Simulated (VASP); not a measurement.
Computed with PBEsol GGA, VASP's PBE PAW potentials (set 64) (plane waves; VASP 6.6.1).

VASP ran on this input.

### POSCAR
```
NiSi2
1.0
  0.0000000000   2.6067035774   2.6067035774
  2.6067035774   0.0000000000   2.6067035774
  2.6067035774   2.6067035774   0.0000000000
Si Ni
2 1
Cartesian
  1.3033517887   1.3033517887   1.3033517887
  3.9100553661   3.9100553661   3.9100553661
  0.0000000000   0.0000000000   0.0000000000
```

**KPOINTS**
```
Automatic mesh
0
Gamma
10 10 10
0 0 0
```

**INCAR**
```
EDIFFG=-0.02   ! ionic stop
NELM=100   ! most electronic steps
ALGO=Normal   ! blocked Davidson
LCHARG=.False.
PREC=Accurate
IBRION=2   ! conjugate gradients
SIGMA=0.1
LMAXMIX=4   ! l cut-off of mixed one-centre charges
SYSTEM=NiSi2
LWAVE=.False.
PSTRESS=300
GGA=PS
ISIF=3   ! ions, shape and volume
ENCUT=500
LASPH=.True.
ISMEAR=1
LREAL=.False.
NSW=40   ! most ionic steps
EDIFF=1E-6
```

POTCAR, in this order: Si Ni (PBE.64 set). Program: vasp_std.

Energy and stress use the plane-wave basis of the starting cell.

Problem. What does the run give for the energy per atom (σ→0), volume per atom, band gap (on the k-mesh)?

Solution. 
```yaml
energy per atom (σ→0): -6.188 eV/atom
band gap (on the k-mesh): none (metal, semimetal or under 0.01 eV)
volume_per_atom: 11.38 Å^3/atom
```

### OSZICAR
```
...
       N       E                     dE             d eps       ncg     rms          rms(c)
DAV:   1    -0.185636176881E+02    0.71259E-02   -0.33786E-03  1448   0.134E+00    0.179E-01
DAV:   2    -0.185640974823E+02   -0.47979E-03   -0.69401E-03  1466   0.230E+00    0.239E-01
DAV:   3    -0.185632656568E+02    0.83183E-03   -0.29084E-03  1438   0.152E+00    0.299E-02
DAV:   4    -0.185632590489E+02    0.66080E-05   -0.69261E-05  1312   0.703E-02    0.972E-03
DAV:   5    -0.185632575433E+02    0.15055E-05   -0.34838E-06  1291   0.451E-02    0.343E-03
DAV:   6    -0.185632574873E+02    0.56036E-07   -0.37679E-07   706   0.115E-02
   4 F= -.12171399E+02 E0= -.12171520E+02  d E =-.415367E-01
```

The compound is NiSi2 in the fluorite structure. This run relaxes it under an external pressure of 30 GPa. Symmetry was kept, so distortions that lower it aren't found. The run is not spin-polarised, so no magnetic state was tried.
